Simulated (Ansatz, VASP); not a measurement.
**CuF: VASP beside Ansatz**

```xyz
4
Lattice="3.5087 0.0000 0.0000 -1.7543 3.0386 0.0000 0.0000 0.0000 5.0825" Properties=species:S:1:pos:R:3 pbc="T T T"
Cu    0.0000    2.0257    1.2706
Cu    1.7543    1.0129    3.8119
F     1.7543    1.0129    1.2706
F     0.0000    2.0257    3.8119
```

Alike in both runs: task single point; functional LDA; k mesh 12 × 12 × 6; occupations fermi-dirac, width 0.02 eV; no spin polarisation.

|  | VASP | Ansatz |
| --- | --- | --- |
| version | VASP 6.6.1 | Ansatz 0.2.0 |
| potentials or method | VASP PAW LDA potentials, release 64 (Cu, F) | plane waves, PAW |
| plane-wave cutoff (eV) | 520 | 420 |
| valence electrons in the cell | 36 | 52 |

|  | VASP | Ansatz | Ansatz less VASP |
| --- | --- | --- | --- |
| pressure (GPa) | -5.3 | -5.6 | -0.29 |
| largest component of the traceless stress (GPa) | 1.58 | 2.02 | +0.444 |

The two sets of potentials don't hold the same shells in valence.

Caveats: the run has no spin polarisation, though such a crystal can be magnetic.
